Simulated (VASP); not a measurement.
These are rev-vdW-DF2, VASP's PBE PAW potentials (set 64) (plane waves; VASP) values and carry that method's errors.

A VASP calculation is set up with these files.

### POSCAR
```
CuZn
1
    2.9442160492     0.0000000000     0.0000000000
    0.0000000000     2.9442160492     0.0000000000
    0.0000000000     0.0000000000     2.9442160492
Zn Cu
1 1
Direct
  0.5000000000   0.5000000000   0.5000000000
  0.0000000000   0.0000000000   0.0000000000
```

INCAR:
```
LCHARG  =  .False.
AGGAC  =  0.0
PREC  =  Accurate
LMAXMIX  =  4   # l cut-off of mixed one-centre charges
EDIFF  =  1E-7   # SCF stop (eV)
LASPH  =  .True.   # aspherical one-centre terms
ISMEAR  =  1
ZAB_VDW  =  -1.8867
SYSTEM  =  CuZn
PARAM1  =  0.1234568
ALGO  =  Normal
PARAM2  =  0.7114
ENCUT  =  520
ISIF  =  2   # forces and stress, cell fixed
LWAVE  =  .False.
NELM  =  100   # most electronic steps
GGA  =  MK
LREAL  =  .False.   # projection in real space or not
SIGMA  =  0.1   # width (eV)
LUSE_VDW  =  .True.
```

KPOINTS:
```
Automatic mesh
0
Gamma
12 12 12
0 0 0
```

POTCAR, in this order: Zn Cu (PBE.64 set). Program: vasp_std.

Output

File OSZICAR:
```
       N       E                     dE             d eps       ncg     rms          rms(c)
DAV:   1     0.115653379053E+03    0.11565E+03   -0.11566E+04  2624   0.250E+03
DAV:   2     0.230974274152E+01   -0.11334E+03   -0.11020E+03  2527   0.326E+02
DAV:   3    -0.815053552947E+00   -0.31248E+01   -0.31078E+01  2997   0.737E+01
DAV:   4    -0.837820357226E+00   -0.22767E-01   -0.22764E-01  3088   0.555E+00
DAV:   5    -0.838109744363E+00   -0.28939E-03   -0.28938E-03  3265   0.653E-01    0.939E+00
DAV:   6    -0.662887544060E+00    0.17522E+00   -0.16625E+01  2765   0.107E+02    0.585E+00
DAV:   7     0.221740680860E+00    0.88463E+00   -0.37116E+00  2686   0.990E+01    0.219E+00
DAV:   8     0.219949719315E+00   -0.17910E-02   -0.18317E-01  3361   0.613E+00    0.124E+00
DAV:   9     0.229314576014E+00    0.93649E-02   -0.19495E-02  3126   0.361E+00    0.522E-02
DAV:  10     0.229296127798E+00   -0.18448E-04   -0.52057E-04  3009   0.327E-01    0.247E-02
DAV:  11     0.229288376628E+00   -0.77512E-05   -0.13304E-05  3682   0.610E-02    0.135E-02
DAV:  12     0.229288895877E+00    0.51925E-06   -0.13437E-06  3309   0.306E-02    0.202E-03
DAV:  13     0.229288863119E+00   -0.32758E-07   -0.27219E-07  2439   0.157E-02
   1 F= 0.22928886E+00 E0= 0.22925270E+00  d E =0.108478E-03
```

File OUTCAR:
```
------------------------ aborting loop because EDIFF is reached ----------------------------------------
  FORCE on cell =-STRESS in cart. coord.  units (eV):
  Direction    XX          YY          ZZ          XY          YZ          ZX
  --------------------------------------------------------------------------------------
  Total        0.0655235      0.0655235      0.0655235     -0.0000000      0.0000000      0.0000000
  in kB        4.1133778      4.1133778      4.1133778     -0.0000000      0.0000000      0.0000000
  external PRESSURE =       4.1133778 kB  Pullay stress =       0.0000000 kB
  volume of cell :       25.52
      direct lattice vectors                 reciprocal lattice vectors
     2.944216049  0.000000000  0.000000000     0.339648987  0.000000000  0.000000000
     0.000000000  2.944216049  0.000000000     0.000000000  0.339648987  0.000000000
     0.000000000  0.000000000  2.944216049     0.000000000  0.000000000  0.339648987
 POSITION                                       TOTAL-FORCE (eV/Angst)
 -----------------------------------------------------------------------------------
      1.47211      1.47211      1.47211         0.000000      0.000000      0.000000
      0.00000      0.00000      0.00000         0.000000      0.000000      0.000000
 -----------------------------------------------------------------------------------
    total drift:                                0.000000      0.000000     -0.000000
  FREE ENERGIE OF THE ION-ELECTRON SYSTEM (eV)
  ---------------------------------------------------
  free  energy   TOTEN  =         0.2292888631 eV

  energy  without entropy=        0.2291803852  energy(sigma->0) =        0.22925270
```
(Selected blocks of OUTCAR.)

The compound is CuZn in the CsCl type structure. It was relaxed first. The electron count is odd and the run is not spin-polarised, which forces a metal.
